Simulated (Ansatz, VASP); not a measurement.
## Ti2CO2 in two plane-wave programs

Wanted: the spread between two codes on one cell, functional and k mesh. The cell is taken from a series of runs on this material, whose earlier steps may have relaxed, scaled, displaced or heated it; both programs get it as it stands.

Program: Ansatz 0.2.0. Level of theory: plane waves, with VASP 6.6.1 beside it; single point at PBE. Results are calculated unless marked as measured.

## Step 1: Starting point

The cell holds 5 atoms: 1 C, 2 Ti and 2 O. Cell: a = 3.010 Å, b = 3.010 Å, c = 32.100 Å, α = 90.0°, β = 90.0°, γ = 120.0°. It derives from C1O2Ti2. Vacuum lies along c.

## Step 2: Ansatz: single point, PBE, pair 1

Ansatz runs on its PAW soft_1 files.

A single point gives forces, pressure and levels at one fixed geometry, so differences don't come from the geometry; what else differs is listed under the comparison.

The input, input.yaml:

```yaml
crystal:
  lattice:
    - [3.0102786334, 0.0, 0.0]
    - [-1.5051393167, 2.606977769, 0.0]
    - [0.0, 0.0, 32.1]
  atoms:
    - { symbol: C, position: [0.0, 0.0, 0.5] }
    - { symbol: Ti, position: [0.3333333333, 0.6666666667, 0.5405404827] }
    - { symbol: Ti, position: [0.6666666667, 0.3333333333, 0.4594595173] }
    - { symbol: O, position: [0.6666666667, 0.3333333333, 0.5690138949] }
    - { symbol: O, position: [0.3333333333, 0.6666666667, 0.4309861051] }
  periodic: [true, true, false]
kpoints:
  mp_grid: { grid: [12, 12, 1] }
hamiltonian:
  xc: pbe
  pseudopotentials: { kind: paw, azcp: { folder: soft_1 } }
scf:
  occupations: { method: fixed }
  n_extra_bands: 5
output:
  eigenvalues: true
  forces: true
  stress: true
  band_densities: [{ e_range: [-0.08, 0] }, { e_range: [0.25, 0.38] }]
  volumetric_format: npy
```

Launch:

```console
ansatz run input.yaml --threads 3 --pin off --max-ram 92160MiB --backend cuda --events-out ev --progress --plain --runs-dir out --devices 1 --max-vram 13GiB
```

Numbers of over 12 decimals in the logs are rounded to 6 here.

The log of the run:

```text
scf.n_extra_bands = 5 over 20 filled bands (N_el = 40.0): the run solves 25 bands
GPUs: using 1 of 1 available (devices: 1).
Engine: ansatz 0.2.0, x86_64-unknown-linux-gnu
Pseudopotentials: kind: paw
Pseudopotential: C, paw, valence charge 4, recommended cutoff 420 eV (normal), soft_1/C.paw.azcp
Pseudopotential: Ti, paw, valence charge 12, recommended cutoff 420 eV (normal), soft_1/Ti.paw.azcp
Pseudopotential: O, paw, valence charge 6, recommended cutoff 420 eV (normal), soft_1/O.paw.azcp
Functional definition: PBE
  parameter kappa = 0.804
  parameter beta = 0.066725
  exchange = pbe_x(kappa = kappa, mu = beta*pi^2/3)
  correlation = pbe_c(beta = beta)
device memory: the entry about to start is reckoned to put 2.3 GiB on a device that reports 35.2 GiB free (of which the cap on the GPU budget leaves the run 13.0 GiB)
GPU FFT provider: cuFFT
GPU libraries: cuBLAS 13.8.2, cuFFT 12.4.0, cuSOLVER 12.3.4
Crystal: 5 atoms, lattice volume = 251.912 Å³
Basis set: ecut = 420 eV, 4763 PW (Γ), exchange–correlation on 48×48×432 points (8 copies of the dense FFT grid, shifted against one another)
Bands: 25, of which v1, the nominal top of the filled ones, is band 20 counted from 1 (19 counted from 0)
Symmetry: 12 space group operations
Space group: P-3m1 (ITA 164), of the structure as read, at distance tolerance 6.3e-5 Å
k-points: 19 of 144
Non-local potential: C, projectors of the file, l = 0: 2, l = 1: 2, l = 2: 1
Non-local potential: Ti, projectors of the file, l = 0: 3, l = 1: 2, l = 2: 3, l = 3: 1
Non-local potential: O, projectors of the file, l = 0: 2, l = 1: 2, l = 2: 1
PAW form: soft (Blöchl's): semilocal exchange-correlation on the pseudo side does not see the compensation charge
PAW one-centre angular grid: C, 110 points (default); XC on 64 Gauss nodes
PAW one-centre angular grid: Ti, 590 points (default); XC on 64 Gauss nodes
PAW one-centre angular grid: O, 110 points (default); XC on 64 Gauss nodes
Initial density: superposition of atomic densities (neutral atoms: chi_scale 0, normalization atom)
Initial wavefunctions: pseudopotential atomic-orbital guess
GPU buffer pool allocated for 124416 grid points (all kernels)
GPU transforms: local potential and band sums: pruned to the plane-wave sphere, on 24×24×216
Functional: x = pbe(κ = 0.804, μ = 0.219515), c = pbe(β = 0.066725)
SCF iter   1: F=—  HF=-6397.640985 eV  |F-HF|=—  |Δ(HF+E_count)|=         —  Δρ=1.02e-1  dr2=3.10e1  ethr=3.10e-3  ⟨swp⟩=6.6  Hψ=2819  notcnv=0  defer=43
preconditioner: auto → Resta (q_TF=auto, 2.008 Å⁻¹)  ε∞=2.0  [insulator: Δε(μ)=2.817 eV  Ē_g=11.227 eV  n_scr=20 (ndim 8)  ℏωp=11.5 eV  f_vac=0.753  ε∞_Penn≈2.0  vacuum switching on, ρ_ref=9.1e-3 e/Å³]
SCF iter   2: F=—  HF=-6394.845840 eV  |F-HF|=—  |Δ(HF+E_count)|=    2.80e0  Δρ=1.16e-1  dr2=3.73e1  ethr=3.10e-3  ⟨swp⟩=6.2  Hψ=1777  notcnv=0  defer=46
SCF iter   3: F=—  HF=-6390.795409 eV  |F-HF|=—  |Δ(HF+E_count)|=    4.05e0  Δρ=2.59e-2  dr2=2.00e0  ethr=3.10e-3  ⟨swp⟩=4.5  Hψ=1408  notcnv=0  defer=50
SCF iter   4: F=—  HF=-6390.461933 eV  |F-HF|=—  |Δ(HF+E_count)|=   3.33e-1  Δρ=1.16e-2  dr2=3.08e-1  ethr=3.10e-3  ⟨swp⟩=3.1  Hψ=879  notcnv=0  defer=52
SCF iter   5: F=—  HF=-6390.454212 eV  |F-HF|=—  |Δ(HF+E_count)|=   7.72e-3  Δρ=8.55e-3  dr2=1.87e-1  ethr=7.71e-4  ⟨swp⟩=3.4  Hψ=1110  notcnv=0  defer=51
SCF iter   6: F=—  HF=-6390.429900 eV  |F-HF|=—  |Δ(HF+E_count)|=   2.43e-2  Δρ=5.01e-3  dr2=6.55e-2  ethr=4.67e-4  ⟨swp⟩=2.9  Hψ=706  notcnv=0  defer=54
SCF iter   7: F=—  HF=-6390.421126 eV  |F-HF|=—  |Δ(HF+E_count)|=   8.77e-3  Δρ=4.38e-4  dr2=4.47e-4  ethr=1.64e-4  ⟨swp⟩=3.3  Hψ=1084  notcnv=0  defer=56
SCF iter   8: F=—  HF=-6390.421009 eV  |F-HF|=—  |Δ(HF+E_count)|=   1.17e-4  Δρ=1.84e-4  dr2=5.17e-5  ethr=1.12e-6  ⟨swp⟩=3.7  Hψ=1172  notcnv=0  defer=56
SCF iter   9: F=—  HF=-6390.421372 eV  |F-HF|=—  |Δ(HF+E_count)|=   3.63e-4  Δρ=6.63e-5  dr2=5.73e-6  ethr=1.29e-7  ⟨swp⟩=3.3  Hψ=1063  notcnv=0  defer=57
SCF iter  10: F=—  HF=-6390.421370 eV  |F-HF|=—  |Δ(HF+E_count)|=   2.12e-6  Δρ=1.23e-5  dr2=7.46e-7  ethr=1.43e-8  ⟨swp⟩=3.2  Hψ=1035  notcnv=0  defer=54
SCF iter  11: F=—  HF=-6390.421370 eV  |F-HF|=—  |Δ(HF+E_count)|=   6.71e-8  Δρ=1.07e-5  dr2=2.42e-7  ethr=1.87e-9  ⟨swp⟩=3.9  Hψ=1082  notcnv=0  defer=55
SCF iter  12: F=-6390.421370 eV  HF=-6390.421370 eV  |F-HF|=3.92e-8  |Δ(HF+E_count)|=   5.03e-8  Δρ=4.26e-6  dr2=4.09e-8  ethr=2.50e-10  ⟨swp⟩=18.1  Hψ=3334  notcnv=0
SCF 1 converged in 12 iterations: F = -6390.421370 eV  dr2 = 4.09e-8
  greatest PAW one-centre occupation: 0.999 electrons in one spin orbital (limit 2), on the Ti atom at site 2 (counted from 0), in its partial waves of l = 0
SCF converged after 12 iterations
Free energy (F): -6390.421370 eV
Harris-Foulkes:  -6390.421370 eV  (|F-HF|=3.92e-8)
Internal energy: -6390.421370 eV  (E = F + TS)
E sigma→0 (E₀):  -6390.421370 eV
Fermi energy:    -5.836556 eV
--- Per-component energies (eV) ---
  E_band       = -1036.456358
  E_kinetic    = 982.892676
  E_local      = -115667.117229  (includes V_loc(G=0)·N_el)
  E_nonlocal   = 244.554795
  E_hartree    = 57186.787187
  E_xc         = -424.965711
  E_vxc        = -534.896301  (∫ρ·V_xc dr)
  E_paw        = -2505.618935  (= ΣΔE_a)
  E_vpaw       = -435.472211  (= ΣTr[D̂ρ^β])
  E_aug_tail   = 0.001439  (compensation charges beyond the density's cutoff)
  E_ewald      = 53793.044409
  E_smearing   = -0.000000  (= −TS)
  E_closure    = -0.000000  (closes the sum)
  Σ components = -6390.421370   (vs F -6390.421370, Δ=0.00e0)
--- Forces (eV/Å), atoms counted from 1 ---
  atom   1  C      0.00000000     0.00000000     0.00000000
  atom   2  Ti    -0.00000000    -0.00000000     0.10931659
  atom   3  Ti    -0.00000000     0.00000000    -0.10931659
  atom   4  O      0.00000000    -0.00000000     0.04901830
  atom   5  O     -0.00000000     0.00000000    -0.04901830
  max |Σ_I F_I| component: 8.33e-17 eV/Å
--- 2D stress c σ (N/m, compression-positive) ---
        2.508966       0.000000       0.000000
        0.000000       2.508966       0.000000
        0.000000       0.000000       0.000000
  P = ½ c Tr σ = 2.5090 N/m
--- Band table (eV; the first three rows and the last of 19) ---
  k-point 0: bands = [... 16 lower, -10.3489, -6.9746, -5.8366, -5.8366, -5.1734, -5.1734, -4.3448, -4.3448, ... 1 higher]
  k-point 1: bands = [... 16 lower, -10.1639, -6.8579, -6.5893, -6.3078, -4.9839, -4.7180, -4.4322, -4.3024, ... 1 higher]
  k-point 2: bands = [... 16 lower, -9.8505, -7.7629, -6.8786, -6.8405, -5.1368, -4.4731, -4.1669, -3.8720, ... 1 higher]
  k-point 18: bands = [... 16 lower, -9.9226, -9.0090, -8.7034, -8.7034, -4.6453, -4.2160, -4.2160, -3.3943, ... 1 higher]
--- Band densities, each state counted as filled ---
  window                                       electrons  max residual (eV)  cut levels
  e_range: [-0.08, 0]                           0.027778             1.7e-6           0
  e_range: [0.25, 0.38]                         0.125000             2.8e-4           0
```

In the SCF lines HF is the Harris–Foulkes energy and dr2 the Hartree energy of the density residual, in eV; the loop may stop once dr2 is under the threshold and the program's other checks hold. Hψ counts applications of the Hamiltonian.

## Step 3: VASP: single point, PBE, pair 1

The same cell, functional and mesh now go to VASP, with its own data sets.

Lines of VASP's logs that name or quote its potential files are left out, and so is its time.

The input, INCAR:

```
SYSTEM = Ti2CO2
PREC = Accurate
ENCUT = 520
EDIFF = 1E-06
NELM = 120
ISMEAR = 0
SIGMA = 0.01
LREAL = .FALSE.
ALGO = Normal
GGA = PE
NBANDS = 26
LASPH = .TRUE.
LORBIT = 11
LWAVE = .FALSE.
LCHARG = .FALSE.
ISIF = 2
LDIPOL = .TRUE.
IDIPOL = 3
DIPOL = 0.5 0.5 0.5
LVHAR = .TRUE.
GGA_COMPAT = .FALSE.
EFERMI = MIDGAP
NELMDL = -8
KPAR = 2
```

The input, POSCAR:

```
Ti2CO2
1.0
    3.0102786334      0.0000000000      0.0000000000
   -1.5051393167      2.6069777690      0.0000000000
    0.0000000000      0.0000000000     32.1000000000
C Ti O
1 2 2
Direct
    0.0000000000      0.0000000000      0.5000000000
    0.3333333333      0.6666666667      0.5405404827
    0.6666666667      0.3333333333      0.4594595173
    0.6666666667      0.3333333333      0.5690138949
    0.3333333333      0.6666666667      0.4309861051
```

The input, KPOINTS:

```
Automatic mesh
0
Gamma
12 12 1
0 0 0
```

PAW data sets: C, Ti_sv and O (PBE family, release 64).

Launch:

```console
mpirun -np 2 vasp_std
```

The log of the run:

```text
[banner, memory and clock lines left out]
running    2 mpi-ranks, on    1 nodes
 distrk:  each k-point on    1 cores,    2 groups
 distr:  one band on    1 cores,    1 groups

 POSCAR found type information on POSCAR C TiO
 POSCAR found :  3 types and       5 ions
 LDA part: xc-table for (Slater+PW92), standard interpolation
 POSCAR, INCAR and KPOINTS ok, starting setup
 FFT: planning ... GRIDC
 FFT: planning ... GRID_SOFT
 FFT: planning ... GRID
 WAVECAR not read
 entering main loop
       N       E                     dE             d eps       ncg     rms          rms(c)
DAV:   1     0.459554359174E+03    0.45955E+03   -0.20362E+04  1204   0.134E+03
DAV:   2     0.189384398647E+02   -0.44062E+03   -0.43235E+03  1222   0.397E+02
DAV:   3    -0.525273313849E+02   -0.71466E+02   -0.70547E+02  1462   0.157E+02
DAV:   4    -0.589719922522E+02   -0.64447E+01   -0.64369E+01  1606   0.436E+01
DAV:   5    -0.593785755858E+02   -0.40658E+00   -0.40656E+00  1422   0.844E+00
DAV:   6    -0.593904841074E+02   -0.11909E-01   -0.11908E-01  1568   0.176E+00
DAV:   7    -0.593909952894E+02   -0.51118E-03   -0.51118E-03  1438   0.251E-01
DAV:   8    -0.593910019930E+02   -0.67036E-05   -0.67035E-05  1576   0.400E-02    0.288E+01
DAV:   9    -0.465296635277E+02    0.12861E+02   -0.12347E+02  1320   0.897E+01    0.128E+01
DAV:  10    -0.455297968806E+02    0.99987E+00   -0.32910E+01  1306   0.403E+01    0.834E+00
DAV:  11    -0.451808751323E+02    0.34892E+00   -0.65263E+00  1258   0.220E+01    0.350E+00
DAV:  12    -0.450340651019E+02    0.14681E+00   -0.10835E+00  1268   0.840E+00    0.100E+00
DAV:  13    -0.450374346032E+02   -0.33695E-02   -0.15454E-01  1312   0.344E+00    0.693E-01
DAV:  14    -0.450302824100E+02    0.71522E-02   -0.58447E-02  1322   0.194E+00    0.153E-01
[...]
DAV:  21    -0.450304016592E+02   -0.10918E-03   -0.12396E-05  1068   0.199E-02    0.488E-03
DAV:  22    -0.450305038502E+02   -0.10219E-03   -0.11877E-05   988   0.189E-02    0.288E-03
DAV:  23    -0.450305200229E+02   -0.16173E-04   -0.11523E-06   698   0.766E-03    0.815E-04
DAV:  24    -0.450305316608E+02   -0.11638E-04   -0.87888E-07   666   0.415E-03    0.985E-04
DAV:  25    -0.450305364611E+02   -0.48003E-05   -0.31326E-07   568   0.364E-03    0.435E-04
DAV:  26    -0.450305385440E+02   -0.20830E-05   -0.77283E-08   522   0.169E-03    0.411E-04
DAV:  27    -0.450305398749E+02   -0.13309E-05   -0.66086E-08   518   0.178E-03    0.223E-04
DAV:  28    -0.450305403854E+02   -0.51052E-06   -0.21483E-08   500   0.105E-03
   1 F= -.45030540E+02 E0= -.45030540E+02  d E =-.338883-103
```

OUTCAR, selected parts (step 3):

```text
ion  position               nearest neighbor table
   1  0.000  0.000  0.500-   2 2.17   3 2.17   3 2.17   2 2.17   3 2.17   2 2.17
   2  0.333  0.667  0.541-   4 1.96   4 1.96   4 1.96   1 2.17   1 2.17   1 2.17
   3  0.667  0.333  0.459-   5 1.96   5 1.96   5 1.96   1 2.17   1 2.17   1 2.17
   4  0.667  0.333  0.569-   2 1.96   2 1.96   2 1.96
   5  0.333  0.667  0.431-   3 1.96   3 1.96   3 1.96

  LATTYP: Found a hexagonal cell.
 ALAT       =     3.0102786334
 C/A-ratio  =    10.6634647185

 Subroutine GETGRP returns: Found 12 space group operations
 (whereof 12 operations were pure point group operations)

The static configuration has the point symmetry D_3d.

 Found     19 irreducible k-points:

   k-points           NKPTS =     19   k-points in BZ     NKDIM =     19   number of bands    NBANDS=     26

   dimension x,y,z NGX =    24 NGY =   24 NGZ =  240
   dimension x,y,z NGXF=    48 NGYF=   48 NGZF=  480

   ENCUT  =  520.0 eV  38.22 Ry    6.18 a.u.   5.60  5.60 59.68*2*pi/ulx,y,z

   NELECT =      40.0000    total number of electrons

 k-points in reciprocal lattice and weights: Automatic mesh
   0.00000000  0.00000000  0.00000000       0.007
   0.08333333 -0.00000000  0.00000000       0.042
   0.16666667  0.00000000  0.00000000       0.042
   0.25000000  0.00000000  0.00000000       0.042
   0.33333333  0.00000000  0.00000000       0.042
   0.41666667  0.00000000  0.00000000       0.042
   0.50000000  0.00000000  0.00000000       0.021
   0.08333333  0.08333333  0.00000000       0.042
   0.16666667  0.08333333  0.00000000       0.083
[...]
0.33333333  0.25000000  0.00000000       0.083
   0.33333333  0.33333333  0.00000000       0.014

 dipolmoment           0.000000      0.000000      0.000000 electrons x Angstroem

 average (electrostatic) potential at core
       1 -56.8526       2 -84.8216       3 -84.8216       4 -78.9489       5 -78.9489

 E-fermi :  -2.9304

 k-point     1 :       0.0000    0.0000    0.0000
  band No.  band energies     occupation
    ...
     16      -7.7454      2.00000
     17      -7.5798      2.00000
     18      -4.2238      2.00000
     19      -3.0819      2.00000
     20      -3.0819      2.00000
     21      -2.4274      0.00000
     22      -2.4274      0.00000
     23      -1.6007      0.00000
     24      -1.6007      0.00000
     25      -1.5512      0.00000
    ...

 k-point     2 :       0.0833   -0.0000    0.0000
  band No.  band energies     occupation
    ...
     16      -7.7110      2.00000
     17      -7.3959      2.00000
     18      -4.1054      2.00000
     19      -3.8349      2.00000
     20      -3.5538      2.00000
     21      -2.2371      0.00000
     22      -1.9706      0.00000
     23      -1.6878      0.00000
     24      -1.5585      0.00000
     25      -1.1995      0.00000
    ...

 k-point     3 :       0.1667    0.0000    0.0000
  band No.  band energies     occupation
    ...
     16      -7.6255      2.00000
     17      -7.0829      2.00000
     18      -5.0072      2.00000
     19      -4.1230      2.00000
     20      -4.0839      2.00000
     21      -2.3894      0.00000
     22      -1.7274      0.00000
     23      -1.4227      0.00000
     24      -1.1268      0.00000
     25      -0.8158      0.00000
    ...

  Total        1.4620699      1.4620699      0.5887080      0.0000000      0.0000000      0.0000000
  in kB        9.2988593      9.2988593      3.7442207      0.0000000      0.0000000      0.0000000
  external PRESSURE =       7.4473131 kB  Pullay stress =       0.0000000 kB

  energy-cutoff  :      520.00
  volume of cell :      251.91
      direct lattice vectors                 reciprocal lattice vectors
     3.010278633  0.000000000  0.000000000     0.332195163  0.191792967  0.000000000
    -1.505139317  2.606977769  0.000000000     0.000000000  0.383585933  0.000000000
     0.000000000  0.000000000 32.100000000     0.000000000  0.000000000  0.031152648

 POSITION                                       TOTAL-FORCE (eV/Angst)
 -----------------------------------------------------------------------------------
      0.00000      0.00000     16.05000        -0.000000      0.000000      0.000000
     -0.00000      1.73799     17.35135         0.000000     -0.000000      0.073988
      1.50514      0.86899     14.74865         0.000000      0.000000     -0.073988
      1.50514      0.86899     18.26535        -0.000000     -0.000000      0.103216
     -0.00000      1.73799     13.83465         0.000000      0.000000     -0.103216
 -----------------------------------------------------------------------------------
    total drift:                                0.000000     -0.000000      0.000000

  FREE ENERGIE OF THE ION-ELECTRON SYSTEM (eV)
  ---------------------------------------------------
  free  energy   TOTEN  =       -45.0305403854 eV

  energy  without entropy=      -45.0305403854  energy(sigma->0) =      -45.03054039

 vacuum level on the upper side and lower side of the slab         2.779         2.779

 total charge
# of ion       s       p       d       tot
------------------------------------------
    1        0.889   1.543   0.000   2.432
    2        2.208   6.273   1.855  10.336
    3        2.208   6.273   1.855  10.336
    4        1.579   3.455   0.000   5.034
    5        1.579   3.455   0.000   5.034
--------------------------------------------------
tot          8.462  21.000   3.710  33.171

[... 3 further parts left out ...]
```

This run has no spin polarisation, so a moment on Ti, if there is one, isn't seen.

## Step 4: Differences

Known differences besides the potentials themselves: fixed occupations in Ansatz, narrow Gaussian smearing in VASP; Ansatz cuts the interaction across the vacuum, VASP repeats the sheet with a dipole correction; the cutoff is 420 eV in Ansatz and 520 eV in VASP. Total energies have different zeros and are not compared.

Both answers:

```
              quantity  Ansatz   VASP  difference
gap on the k mesh (eV)   0.306  0.303      +0.003
```

Forces (eV/Å; atoms numbered as in POSCAR):

```
atom        Ansatz x, y, z          VASP x, y, z
  C1   0.000, 0.000, 0.000   0.000, 0.000, 0.000
 Ti2   0.000, 0.000, 0.109   0.000, 0.000, 0.074
 Ti3  0.000, 0.000, -0.109  0.000, 0.000, -0.074
  O4   0.000, 0.000, 0.049   0.000, 0.000, 0.103
  O5  0.000, 0.000, -0.049  0.000, 0.000, -0.103
```

The forces differ by 24 meV/Å r.m.s., which is 50.9 % of the r.m.s. force of 0.046 eV/Å (both taken over all components). A gap on the mesh is an upper bound, since the band edges may lie between its points. With vacuum in the cell, a pressure given here is an average over mostly empty space and none of the material.

## Step 5: VASP: single point, PBE, pair 2

With cell and atoms fixed, the geometry can't cause a difference; cores, projectors, grids and the points listed under the comparison can.

INCAR: that of step 3 with these lines changed.

```diff
@@ -5,4 +5,4 @@
 NELM = 120
-ISMEAR = 0
-SIGMA = 0.01
+ISMEAR = -1
+SIGMA = 0.02
 LREAL = .FALSE.
```

POSCAR is that of step 3.

The input, KPOINTS:

```
Automatic mesh
0
Gamma
9 9 1
0 0 0
```

Launch:

```console
mpirun -np 2 vasp_std
```

The log of the run:

```text
[... set-up lines as in an earlier step ...]
 entering main loop
       N       E                     dE             d eps       ncg     rms          rms(c)
DAV:   1     0.449922935075E+03    0.44992E+03   -0.20122E+04   760   0.133E+03
DAV:   2     0.152196817577E+02   -0.43470E+03   -0.42785E+03   778   0.397E+02
DAV:   3    -0.529621094350E+02   -0.68182E+02   -0.66881E+02   916   0.154E+02
DAV:   4    -0.589972964390E+02   -0.60352E+01   -0.60283E+01  1016   0.427E+01
[...]
DAV:  26    -0.450276074805E+02   -0.19513E-05   -0.72642E-08   330   0.170E-03    0.277E-04
DAV:  27    -0.450276089380E+02   -0.14575E-05   -0.48022E-08   316   0.151E-03    0.146E-04
DAV:  28    -0.450276094446E+02   -0.50656E-06   -0.15746E-08   312   0.774E-04
   1 F= -.45027609E+02 E0= -.45027604E+02  d E =-.111968E-04
```

OUTCAR, selected parts (step 5):

```text
  Total        1.4758834      1.4758834      0.5729957     -0.0000000      0.0000000      0.0000000
  in kB        9.3867138      9.3867138      3.6442896     -0.0000000      0.0000000      0.0000000
  external PRESSURE =       7.4725724 kB  Pullay stress =       0.0000000 kB

 POSITION                                       TOTAL-FORCE (eV/Angst)
 -----------------------------------------------------------------------------------
      0.00000      0.00000     16.05000         0.000000      0.000000      0.000000
     -0.00000      1.73799     17.35135         0.000000     -0.000000      0.066693
      1.50514      0.86899     14.74865        -0.000000      0.000000     -0.066693
      1.50514      0.86899     18.26535         0.000000      0.000000      0.104011
     -0.00000      1.73799     13.83465        -0.000000     -0.000000     -0.104011
 -----------------------------------------------------------------------------------
    total drift:                                0.000000     -0.000000      0.000000

  FREE ENERGIE OF THE ION-ELECTRON SYSTEM (eV)
  ---------------------------------------------------
  free  energy   TOTEN  =       -45.0276094446 eV

  energy  without entropy=      -45.0275982478  energy(sigma->0) =      -45.02760385

[... 1 part as in an earlier step ...]

[... 2 further parts left out ...]
[key lines of the parts left out:]
E-fermi :  -2.9321
```

(Part 1 of 2 ends here.)

[Lines on the potential files, build, host, timing and source positions are cut from VASP's logs without a mark.]

[Logs are printed without paths, hosts, clocks, repeated set-up lines and the standing remarks that a program may print on its own settings, such as how far it seeks lower states.]

[Hosts, paths, dates, database ids (printed as entryN), source tags and the programs' standing remarks are cut or masked in the printed files.]
